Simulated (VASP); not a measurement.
Method: AM05 GGA, VASP's PBE PAW potentials (set 64) (plane waves; VASP).

VASP ran on this input.

### INCAR
```
SYSTEM  =  CdS
PREC  =  Accurate; ENCUT  =  520; LREAL  =  .FALSE.
LASPH  =  .TRUE.
EDIFF  =  1E-7; NELM  =  100; ALGO  =  Normal
LMAXMIX  =  4
ISMEAR  =  -5
GGA  =  AM
ISIF  =  2
LWAVE  =  .FALSE.; LCHARG  =  .TRUE.; LORBIT  =  11
NEDOS  =  601
```

KPOINTS:
```
kpoints
0
Gamma
 9 9 9
0 0 0
```

POSCAR:
```
CdS
5.8559670
  0.0000000000   0.5000000121   0.5000000121
  0.5000000121   0.0000000000   0.5000000121
  0.5000000121   0.5000000121   0.0000000000
Cd S
1 1
direct
  0.0000000000   0.0000000000   0.0000000000
  0.2500000000   0.2500000000   0.2500000000
```

POTCAR, in this order: Cd S (PBE.64 set). Program: vasp_std.

Output of the run:

File OSZICAR:
```
       N       E                     dE             d eps       ncg     rms          rms(c)
DAV:   1     0.110946125634E+03    0.11095E+03   -0.91523E+03   918   0.126E+03
DAV:   2    -0.192857326718E+01   -0.11287E+03   -0.10852E+03  1033   0.299E+02
DAV:   3    -0.681118969743E+01   -0.48826E+01   -0.48671E+01  1100   0.641E+01
DAV:   4    -0.684830075917E+01   -0.37111E-01   -0.37103E-01  1015   0.550E+00
DAV:   5    -0.684883401821E+01   -0.53326E-03   -0.53326E-03  1085   0.646E-01    0.800E+00
DAV:   6    -0.636690150186E+01    0.48193E+00   -0.99151E-01  1317   0.144E+01    0.629E+00
DAV:   7    -0.634851982556E+01    0.18382E-01   -0.18853E-01   955   0.355E+00    0.303E+00
DAV:   8    -0.634803678051E+01    0.48305E-03   -0.20186E-02   975   0.214E+00    0.267E-01
DAV:   9    -0.634797030108E+01    0.66479E-04   -0.30427E-03  1065   0.924E-01    0.625E-02
DAV:  10    -0.634811539136E+01   -0.14509E-03   -0.31285E-04   950   0.219E-01    0.704E-02
DAV:  11    -0.634821412910E+01   -0.98738E-04   -0.14053E-04   910   0.124E-01    0.198E-02
DAV:  12    -0.634821434742E+01   -0.21832E-06   -0.47943E-05  1060   0.958E-02    0.830E-03
DAV:  13    -0.634821632909E+01   -0.19817E-05   -0.61377E-06   920   0.213E-02    0.504E-03
DAV:  14    -0.634821630435E+01    0.24738E-07   -0.12516E-07   934   0.306E-03
   1 F= -.63482163E+01 E0= -.63482163E+01  d E =0.000000E+00
```

**OUTCAR**
```
------------------------ aborting loop because EDIFF is reached ----------------------------------------
  FORCE on cell =-STRESS in cart. coord.  units (eV):
  Direction    XX          YY          ZZ          XY          YZ          ZX
  --------------------------------------------------------------------------------------
  Total        0.0006093      0.0006093      0.0006093      0.0000000      0.0000000      0.0000000
  in kB        0.0194437      0.0194437      0.0194437      0.0000000      0.0000000      0.0000000
  external PRESSURE =       0.0194437 kB  Pullay stress =       0.0000000 kB
  volume of cell :       50.20
      direct lattice vectors                 reciprocal lattice vectors
     0.000000000  2.927983571  2.927983571    -0.170765985  0.170765985  0.170765985
     2.927983571  0.000000000  2.927983571     0.170765985 -0.170765985  0.170765985
     2.927983571  2.927983571  0.000000000     0.170765985  0.170765985 -0.170765985
  FREE ENERGIE OF THE ION-ELECTRON SYSTEM (eV)
  ---------------------------------------------------
  free  energy   TOTEN  =        -6.3482163044 eV

  energy  without entropy=       -6.3482163044  energy(sigma->0) =       -6.34821630

 total charge

# of ion       s       p       d       tot
------------------------------------------
    1        0.430   0.325   9.565  10.319
    2        1.315   2.378   0.000   3.694
--------------------------------------------------
tot          1.745   2.703   9.565  14.013
```
(Selected blocks of OUTCAR.)

### OUTCAR
```
 val. band max:        1.1837660569   @ k =   0.0000   0.0000   0.0000

 cond. band min:       2.2917941581   @ k =   0.0000   0.0000   0.0000


 Fermi energy:         1.2168832977

 k-point     1 :       0.0000    0.0000    0.0000
  band No.  band energies     occupation
      1     -11.0892      2.00000
      2      -6.5205      2.00000
      3      -6.5205      2.00000
      4      -6.5205      2.00000
      5      -6.0522      2.00000
      6      -6.0522      2.00000
      7       1.1838      2.00000
      8       1.1838      2.00000
      9       1.1838      2.00000
     10       2.2918      0.00000
     11       7.6730      0.00000
     12       7.6730      0.00000
     13       7.6730      0.00000

 k-point     2 :       0.1111    0.0000    0.0000
  band No.  band energies     occupation
      1     -11.0402      2.00000
      2      -6.5029      2.00000
      3      -6.5029      2.00000
      4      -6.4787      2.00000
      5      -6.0531      2.00000
      6      -6.0531      2.00000
      7       0.3134      2.00000
      8       1.0867      2.00000
      9       1.0867      2.00000
     10       3.0161      0.00000
     11       7.4599      0.00000
     12       7.8337      0.00000
     13       7.8337      0.00000

 k-point     3 :       0.2222    0.0000    0.0000
  band No.  band energies     occupation
      1     -10.9155      2.00000
      2      -6.4618      2.00000
      3      -6.4618      2.00000
      4      -6.3328      2.00000
      5      -6.0504      2.00000
      6      -6.0504      2.00000
      7      -0.9810      2.00000
      8       0.8553      2.00000
      9       0.8553      2.00000
     10       3.7942      0.00000
     11       7.3764      0.00000
     12       8.1294      0.00000
     13       8.1294      0.00000

 k-point     4 :       0.3333    0.0000    0.0000
  band No.  band energies     occupation
      1     -10.7735      2.00000
      2      -6.4237      2.00000
      3      -6.4237      2.00000
...
```

The compound is CdS in the zinc blende structure, a metastable form; wurtzite is the usual one. It was relaxed first.
